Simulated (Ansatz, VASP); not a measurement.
**NaSnI3: VASP beside Ansatz**

Wanted: the spread between two codes on one cell, functional and k mesh. The cell is generated by rule, not measured, and may not be a known phase. The cell is taken from a series of runs on this material, whose earlier steps may have relaxed, scaled, displaced or heated it; both programs get it as it stands.

Method: plane waves, with VASP 6.6.1 beside it; zone-centre phonons at LDA, in Ansatz 0.2.0.

The structure was built from a prototype and need not be the compound's stable phase.

## 1. Starting point

It takes space group Pm-3m (No. 221, cubic). The conventional cell has a = 6.010 Å, b = 6.010 Å, c = 6.010 Å, α = 90.00°, β = 90.00°, γ = 90.00°. Nearest to Na lie 12 I at 4.25 Å. Nearest to Sn lie 6 I at 3.01 Å. Nearest to I lie 2 Sn at 3.01 Å. Farther neighbours and most contacts between anions are not listed.

## 2. Ansatz: zone-centre phonons, LDA

Ansatz runs on its default PAW (the set named soft_2) files.

Second derivatives magnify differences that forces hide, and they need a tight electronic threshold.

File input.yaml:

```yaml
crystal:
  lattice:
    - [6.0100029661, 0.0, 0.0]
    - [0.0, 6.0100029661, 0.0]
    - [0.0, 0.0, 6.0100029661]
  atoms:
    - { symbol: Na, position: [0.0, 0.0, 0.0] }
    - { symbol: Sn, position: [0.5, 0.5, 0.5] }
    - { symbol: I, position: [0.5, 0.5, 0.0] }
    - { symbol: I, position: [0.5, 0.0, 0.5] }
    - { symbol: I, position: [0.0, 0.5, 0.5] }
kpoints:
  mp_grid: { grid: [6, 6, 6] }
hamiltonian:
  xc: lda
scf:
  occupations: { method: methfessel_paxton, width: 0.15 }
output:
  eigenvalues: true
phonons:
  method: dfpt
```

Command:

```bash
$ ansatz run input.yaml --threads 8 --pin off --max-ram 14336MiB --backend cpu --events-out ev --progress --plain --runs-dir out
```

Numbers of over 12 decimals in the logs are rounded to 6 here.

The program printed:

```text
zone centre: on kpoints.mp_grid the ground state, and the responses unless they are solved on pairs of k-points, stand on 64 of the mesh's 216 k-points, reduced under 8 symmetry operations, with k and −k counted as one. Each operation leaves every solved displacement unchanged or reverses it
Engine: ansatz 0.2.0, aarch64-unknown-linux-gnu
Pseudopotentials: kind: paw
Pseudopotential: Na, paw, valence charge 9, recommended cutoff 420 eV (normal), Na.paw.azcp
Pseudopotential: Sn, paw, valence charge 14, recommended cutoff 420 eV (normal), Sn.paw.azcp
Pseudopotential: I, paw, valence charge 17, recommended cutoff 420 eV (normal), I.paw.azcp
Functional definition: SPW92
  exchange = slater_x
  correlation = pw_c
Crystal: 5 atoms, lattice volume = 217.082 Å³
Basis set: ecut = 420 eV, 4169 PW (Γ), exchange–correlation on 90×90×90 points (8 copies of the dense FFT grid, shifted against one another)
Bands: 45, of which v1, the nominal top of the filled ones, is band 37 counted from 1 (36 counted from 0)
Symmetry: 48 space group operations
k-points: 64 of 216 (irreducible under 8 space group operations)
Non-local potential: Na, projectors of the file, l = 0: 3, l = 1: 2, l = 2: 1
Non-local potential: Sn, projectors of the file, l = 0: 2, l = 1: 2, l = 2: 2, l = 3: 2
Non-local potential: I, projectors of the file, l = 0: 2, l = 1: 2, l = 2: 2, l = 3: 2
PAW form: soft (Blöchl's): semilocal exchange-correlation on the pseudo side does not see the compensation charge
PAW frozen core: Na, regenerated for the run's functional, and the local potential with it (the file was generated under x = pbe(κ = 0.804, μ = 0.219515), c = pbe(β = 0.066725))
PAW frozen core: Sn, regenerated for the run's functional, and the local potential with it (the file was generated under x = pbe(κ = 0.804, μ = 0.219515), c = pbe(β = 0.066725))
PAW frozen core: I, regenerated for the run's functional, and the local potential with it (the file was generated under x = pbe(κ = 0.804, μ = 0.219515), c = pbe(β = 0.066725))
PAW one-centre angular grid: Na, 110 points (default); XC on 64 Gauss nodes
PAW one-centre angular grid: Sn, 590 points (default); XC on 64 Gauss nodes
PAW one-centre angular grid: I, 590 points (default); XC on 64 Gauss nodes
Initial density: superposition of atomic densities (neutral atoms: chi_scale 0, normalization atom), corrected by the library's trained network
Initial wavefunctions: pseudopotential atomic-orbital guess
Functional: x = slater, c = lda
SCF iter   1: F=—  HF=-29416.560941 eV  |F-HF|=—  |Δ(HF+E_count)|=         —  Δρ=4.53e-3  dr2=1.74e-2  ethr=1.77e-3  ⟨swp⟩=8.5  Hψ=12420  notcnv=0
preconditioner: auto → Resta (q_TF=auto, 2.280 Å⁻¹)  ε∞=3.0  [insulator: Δε(μ)=0.151 eV  Ē_g=9.047 eV  σ=0.150 eV  W_gap=0.53  n_scr=32 (ndim 8)  ℏωp=12.9 eV  f_vac=0.257  D(μ)=0.20/eV (n_scr^D=0)  ε∞_Penn≈3.0]
SCF iter   2: F=—  HF=-29416.554505 eV  |F-HF|=—  |Δ(HF+E_count)|=   6.44e-3  S|Δr|=    0.00e0  Δρ=1.95e-3  dr2=3.76e-3  ethr=2.35e-5  ⟨swp⟩=2.1  Hψ=5547  notcnv=0
SCF iter   3: F=—  HF=-29416.554227 eV  |F-HF|=—  |Δ(HF+E_count)|=   2.78e-4  S|Δr|=    0.00e0  Δρ=4.36e-4  dr2=3.54e-4  ethr=5.09e-6  ⟨swp⟩=2.1  Hψ=3392  notcnv=0
SCF iter   4: F=—  HF=-29416.554302 eV  |F-HF|=—  |Δ(HF+E_count)|=   7.49e-5  S|Δr|=    0.00e0  Δρ=9.61e-5  dr2=3.77e-5  ethr=4.79e-7  ⟨swp⟩=2.4  Hψ=4220  notcnv=0
SCF iter   5: F=—  HF=-29416.554305 eV  |F-HF|=—  |Δ(HF+E_count)|=   3.31e-6  S|Δr|=    0.00e0  Δρ=2.98e-5  dr2=4.68e-6  ethr=5.09e-8  ⟨swp⟩=2.0  Hψ=5143  notcnv=0
SCF iter   6: F=—  HF=-29416.554278 eV  |F-HF|=—  |Δ(HF+E_count)|=   2.76e-5  S|Δr|=    0.00e0  Δρ=6.57e-6  dr2=2.16e-7  ethr=6.33e-9  ⟨swp⟩=2.0  Hψ=4093  notcnv=0
SCF iter   7: F=—  HF=-29416.554278 eV  |F-HF|=—  |Δ(HF+E_count)|=   4.25e-8  S|Δr|=    0.00e0  Δρ=1.98e-6  dr2=1.71e-8  ethr=2.91e-10  ⟨swp⟩=2.0  Hψ=3996  notcnv=0
SCF iter   8: F=—  HF=-29416.554278 eV  |F-HF|=—  |Δ(HF+E_count)|=   2.36e-9  S|Δr|=    0.00e0  Δρ=4.34e-7  dr2=5.99e-10  ethr=2.31e-11  ⟨swp⟩=2.0  Hψ=5065  notcnv=0
SCF iter   9: F=—  HF=-29416.554278 eV  |F-HF|=—  |Δ(HF+E_count)|=  9.46e-11  S|Δr|=    0.00e0  Δρ=9.52e-8  dr2=2.94e-11  ethr=1.00e-12  ⟨swp⟩=2.0  Hψ=5071  notcnv=0
SCF iter  10: F=-29416.554278 eV  HF=-29416.554278 eV  |F-HF|=3.64e-12  |Δ(HF+E_count)|=  2.18e-11  S|Δr|=    0.00e0  Δρ=2.19e-8  dr2=1.98e-12  ethr=1.00e-12  ⟨swp⟩=13.4  Hψ=14991  notcnv=0
SCF 1 converged in 10 iterations: F = -29416.554278 eV  dr2 = 1.98e-12
  greatest PAW one-centre occupation: 1.000 electrons in one spin orbital (limit 2), on the I atom at site 2 (counted from 0), in its partial waves of l = 2
DFPT response loops at Γ: preconditioner auto → none (partly filled bands, converged f_vac=0.244); β = 0.50; Broyden in place of MSR1
SCF converged after 10 iterations
Stability not checked: this state was not tested for a lower state beside it, because cold or Methfessel-Paxton smearing, or corrected tetrahedra, fill the levels in a way that the test cannot read (fill_not_monotonic; see scf.lower_state_search)
Free energy (F): -29416.554278 eV
Harris-Foulkes:  -29416.554278 eV  (|F-HF|=3.64e-12)
Internal energy: -29416.555163 eV  (E = F + TS)
E sigma→0 (E₀):  -29416.554499 eV
Entropy (-TS):   0.000885 eV (0.177 meV/atom)
Fermi energy:    5.111316 eV
Step filling:    the computed levels leave a gap of 0.0000 eV = 0.0 smearing widths at the electron count; against every level under it full and every level over it empty, smearing changes F+E_penalty+E_count by -0.048 meV and its σ→0 estimate by -0.269 meV
--- Per-component energies (eV) ---
  E_band       = -1633.317136
  E_kinetic    = 877.258864
  E_local      = -9774.898998  (includes V_loc(G=0)·N_el)
  E_nonlocal   = -169.560686
  E_hartree    = 4808.348112
  E_xc         = -799.918483
  E_vxc        = -534.903586  (∫ρ·V_xc dr)
  E_paw        = -18215.336969  (= ΣΔE_a)
  E_vpaw       = -1647.909242  (= ΣTr[D̂ρ^β])
  E_aug_tail   = 0.000250  (compensation charges beyond the density's cutoff)
  E_ewald      = -6145.356686
  E_core_change = 2.909433  (= ΣΔE_core)
  E_smearing   = 0.000885  (= −TS)
  E_closure    = -0.000000  (closes the sum)
  Σ components = -29416.554278   (vs F -29416.554278, Δ=0.00e0)
--- Band table (eV; the first three rows and the last of 64) ---
  k-point 0: bands = [... 33 lower, 2.3562, 2.4489, 2.4489, 2.4489, 5.3347, 8.6135, 8.6135, 8.6135, ... 4 higher]
  k-point 1: bands = [... 33 lower, 2.3089, 2.4193, 2.4237, 2.4237, 5.6124, 8.4674, 8.6879, 8.7490, ... 4 higher]
  k-point 2: bands = [... 33 lower, 2.2191, 2.4240, 2.4240, 2.7189, 6.1966, 7.0545, 8.0892, 8.8731, ... 4 higher]
  k-point 63: bands = [... 33 lower, 3.0793, 3.0793, 3.0793, 5.1103, 5.1103, 5.1103, 5.2561, 5.7294, ... 4 higher]
--- Phonons (Γ-DFPT): 4 representative perturbations + reference, on 64 of 216 k-points (Σ response iterations 13) ---
  k mesh reduced under 8 symmetry operations, with k and −k counted as one. Each operation leaves every solved displacement unchanged or reverses it
  ASR residual: 2.926e-5 → 0.000e0 eV/Å²; symmetrization residual: 6.730e-6 eV/Å²
  ASR residual per site (eV/Å²): 4.96e-6 2.93e-5 7.76e-6 7.76e-6 7.76e-6
  Γ frequencies (cm⁻¹): -81.94 -81.94 -81.94 -20.16 -20.16 -20.16 0.00 0.00 0.00 31.22 31.22 31.22 92.57 92.57 92.57
  non-analytic LO–TO correction: not included (Born effective charges unavailable; polar crystals: no LO–TO splitting at Γ)
```

(Continued in part 2 of 3.)

[Lines on the potential files, build, host, timing and source positions are cut from VASP's logs without a mark.]

[Logs are printed without paths, hosts, clocks, repeated set-up lines and the standing remarks that a program may print on its own settings, such as how far it seeks lower states.]

[Hosts, paths, dates, database ids (printed as entryN), source tags and the programs' standing remarks are cut or masked in the printed files.]
